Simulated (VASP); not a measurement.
A VASP calculation is set up with these files.

KPOINTS:
```
Automatic mesh
0
Gamma
2 2 2
0 0 0
```

### POSCAR
```
SnTe
1
    0.0000000000     3.1858150000     3.1858150000
    3.1858150000     0.0000000000     3.1858150000
    3.1858150000     3.1858150000     0.0000000000
Sn Te
1 1
Direct
  0.0109510000   0.0045450000  -0.0033620000
  0.4890490000   0.4954550000   0.5033620000
```

### INCAR
```
AEXX  =  0.25
ALGO  =  Normal
EDIFF  =  1E-6
ENCUT  =  300
GGA  =  PE
HFSCREEN  =  0.2
ISIF  =  2
ISMEAR  =  1
ISYM  =  3
LASPH  =  .TRUE.
LCHARG  =  .FALSE.
LHFCALC  =  .TRUE.
LMAXMIX  =  4
LREAL  =  .FALSE.
LWAVE  =  .FALSE.
NELM  =  100
PREC  =  Accurate
PRECFOCK  =  Fast
SIGMA  =  0.1
SYSTEM  =  SnTe
```

POTCAR, in this order: Sn_d Te (PBE.64 set). Program: vasp_std.

### Question
Translate this HSE06 calculation to Ansatz.

### Answer
One equivalent input (not run):
Ansatz 0.2 input:
```yaml
crystal:
  lattice:
    - [0.0000000, 3.1858150, 3.1858150]
    - [3.1858150, 0.0000000, 3.1858150]
    - [3.1858150, 3.1858150, 0.0000000]
  atoms:
    - { symbol: Sn, position: [0.0109510, 0.0045450, -0.0033620] }
    - { symbol: Te, position: [0.4890490, 0.4954550, 0.5033620] }
kpoints:
  mp_grid: { grid: [2, 2, 2] }
hamiltonian:
  xc: hse06
  pseudopotentials: { kind: paw }
scf:
  occupations: { method: methfessel_paxton, width: 0.1 }
  max_iter: 100
output: { forces: true, stress: true, eigenvalues: true }
```
What does not carry over: each code has its own PAW files, so the cut-off isn't converted (ENCUT is set for VASP's; basis.ecutwfc is left out, and Ansatz then takes the one that its files recommend); Ansatz stops its SCF on the density residual and VASP on the energy change (EDIFF); Ansatz's hse06 screens at 0.11 per bohr (0.208 per Å), slightly more than HFSCREEN = 0.2.

The structure comes from a computed database's SnTe entry; how it stands against other phases isn't given here. The cell was not relaxed at this level, atoms are displaced from their ideal sites. The k-mesh is coarse (spacing up to 0.85 per Å, 2π included), so the numbers may not be converged in it. The run is one of a series of settings (AEXX = 0.25, GGA = PE, HFSCREEN = 0.2, ISYM = 3, LHFCALC = .TRUE., PRECFOCK = Fast, KPOINTS 2×2×2 Γ-centred mesh against the base run), some of them coarse on purpose.
